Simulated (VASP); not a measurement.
Input for VASP

File POSCAR:
```
Cu
1.0
  0.0000000000   1.8050000000   1.8050000000
  1.8050000000   0.0000000000   1.8050000000
  1.8050000000   1.8050000000   0.0000000000
Cu
1
Cart
  0.0000000000   0.0000000000   0.0000000000
```

### KPOINTS
```
kpoints
0
G
 16 16 16
```

INCAR:
```
SYSTEM = Cu
PREC = Accurate
ENCUT = 520
EDIFF = 1E-6
NELM = 100
ALGO = Normal
LREAL = .FALSE.
LASPH = .TRUE.
ISMEAR = 1
SIGMA = 0.1
GGA = PE
IVDW = 12
LMAXMIX = 4
LWAVE = .FALSE.
LCHARG = .FALSE.
IBRION = 2
ISIF = 3
NSW = 60
EDIFFG = -0.01
```

POTCAR, in this order: Cu (PBE.64 set). Program: vasp_std.

Problem. Write an equivalent input for Quantum ESPRESSO's pw.x.

Solution. One equivalent input (not run):
```
&CONTROL
  calculation = 'vc-relax'
  pseudo_dir = './pseudo'
  outdir = './out'
  tprnfor = .true.
  tstress = .true.
  nstep = 60
  forc_conv_thr = 0.00039
/
&SYSTEM
  ibrav = 0
  nat = 1
  ntyp = 1
  ecutwfc = 92
  occupations = 'smearing'
  smearing = 'methfessel-paxton'
  degauss = 0.00735
  input_dft = 'pbe'
  vdw_corr = 'grimme-d3'
  dftd3_version = 4
  dftd3_threebody = .false.
/
&ELECTRONS
  conv_thr = 7.3e-08
  electron_maxstep = 100
/
&IONS
/
&CELL
/
ATOMIC_SPECIES
  Cu 63.546 Cu.upf
CELL_PARAMETERS angstrom
     0.0000000    1.8050000    1.8050000
     1.8050000    0.0000000    1.8050000
     1.8050000    1.8050000    0.0000000
ATOMIC_POSITIONS crystal
  Cu   0.0000000  0.0000000  0.0000000
K_POINTS automatic
  16 16 16 0 0 0
```
What does not carry over: the potentials are each code's own (VASP's PAW set, PseudoDojo norm-conserving files in pw.x), so ENCUT and ecutwfc are chosen apart and not converted; conv_thr bounds pw.x's estimated SCF error, while EDIFF bounds the energy change between steps; forc_conv_thr acts on force components and is met together with etot_conv_thr.

The compound is Cu in the fcc structure. This run relaxes it. Symmetry was kept, so distortions that lower it aren't found.
